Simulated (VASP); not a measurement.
Given:

```
AlNi3
1.0
    3.64140     0.00000     0.00000
    0.00000     3.64140     0.00000
    0.00000     0.00000     3.64140
Al Ni
1 3
Direct
  0.00000   0.00000   0.00000
  0.00000   0.50000   0.50000
  0.50000   0.00000   0.50000
  0.50000   0.50000   0.00000
```
Starting moments (μB, in the order of the record's atoms Al Ni Ni Ni): 0.0 0.5 0.5 0.5.

Calculation: PBE GGA, VASP's PBE PAW potentials (set 64) (plane waves; VASP). Settings: EDIFF = 1E-4, 400 eV cut-off, 8×8×8 Γ-centred mesh, first-order Methfessel-Paxton smearing of 0.10 eV, potentials Al Ni.

### Question
Predict the cell moment, energy per atom (σ→0), pressure, band gap (on the k-mesh) with the smallest direct gap where there is one.

### Answer

The band gap (on the k-mesh) is none (metal, semimetal or under 0.01 eV) and the cell moment comes out as 0.78 μB. The energy per atom (σ→0) is -5.451 eV/atom. The pressure is -10.70 GPa.

### Question
Give the moment on each site (PAW-sphere projection).

### Answer

```
site  moment (μB)
----  -----------
Al1         -0.01
Ni2          0.28
Ni3          0.28
Ni4          0.28
```

The absolute energy has meaning only against runs of the same code, potentials and settings.

The compound is Ni3Al in the L1_2 structure. The cell was not relaxed at this level. The run is one of a series of settings (EDIFF = 1E-4 against the base run), some of them coarse on purpose.
